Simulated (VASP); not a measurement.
## RhB (relaxed from the NiAs type structure, space group P6_3/mmc): computed properties

Computed with PBEsol GGA, VASP's PBE PAW potentials (set 64) (plane waves; VASP).

```json
{
 "space_group": "P6_3/mmc (194)",
 "cell": "a = b = 2.9323 Å, c = 5.5225 Å, α = β = 90.00°, γ = 120.00°",
 "volume_per_atom": "10.28 Å³/atom",
 "band gap (over mesh and band path)": "none (metal, semimetal or under 0.01 eV)",
 "density": "9.18 g/cm³"
}
```

```cif
data_B2Rh2
_chemical_formula_sum 'Rh2 B2'
_space_group_name_H-M_alt 'P63/mmc'
_space_group_IT_number 194
_space_group_name_Hall '-P 6c 2c'
_cell_length_a 2.93230
_cell_length_b 2.93230
_cell_length_c 5.52251
_cell_angle_alpha 90.000
_cell_angle_beta 90.000
_cell_angle_gamma 120.000
loop_
_atom_site_label
_atom_site_type_symbol
_atom_site_symmetry_multiplicity
_atom_site_Wyckoff_symbol
_atom_site_fract_x
_atom_site_fract_y
_atom_site_fract_z
_atom_site_occupancy
Rh1 Rh 2 a 0.00000 0.00000 0.00000 1
B1 B 2 c 0.33333 0.66667 0.25000 1
```

The structure was generated: RhB was put into the NiAs type type (P6_3/mmc), which need not be its known phase. It was relaxed first, which changed the volume by -27 %. Symmetry was kept, so distortions that lower it aren't found.
